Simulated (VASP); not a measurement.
Shape and ions are relaxed at each volume.

Here is the system:

ZnS is taken in the hexagonal space group P6₃mc (No. 186), the wurtzite structure, Pearson symbol hP4. Conventional cell: a = 3.788 Å, b = 3.788 Å, c = 6.207 Å, α = 90.00°, β = 90.00°, γ = 120.00°. Zn on 2b sees 4 S at 2.321–2.326 Å (tetrahedral). S on 2b is surrounded by 4 Zn at 2.321–2.326 Å (tetrahedral). (Neighbours: up to the widest gap in distance over summed covalent radii, below 1.35, at either atom; cation-cation and far metal-metal contacts left out.)

These are PBEsol GGA, VASP's PBE PAW potentials (set 64) (plane waves; VASP) values and carry that method's errors. Run with 520 eV cut-off, 7×7×4 Γ-centred mesh, Gaussian smearing of 0.050 eV, potentials Zn S.

Give the energy at these volumes per atom, relative to the lowest: 18.12, 18.70, 19.28, 19.86, 20.44 Å³.

19.0, 4.5, 0.0, 3.9, 15.1 meV/atom. A third-order Birch-Murnaghan fit gives B0 = 78.0 GPa and B0′ = 4.4.

Measured: bulk modulus 80.0 GPa (computed value off by -2.4 %), as given by Isothermal phase behavior of Ag3SbS3, ZnGeP2, and ZnS (abstract). The calculation is for a static lattice, while the measured bulk modulus holds thermal and zero-point effects, which are part of the difference.

The compound is ZnS in the wurtzite structure, the high-temperature form. It was relaxed first.
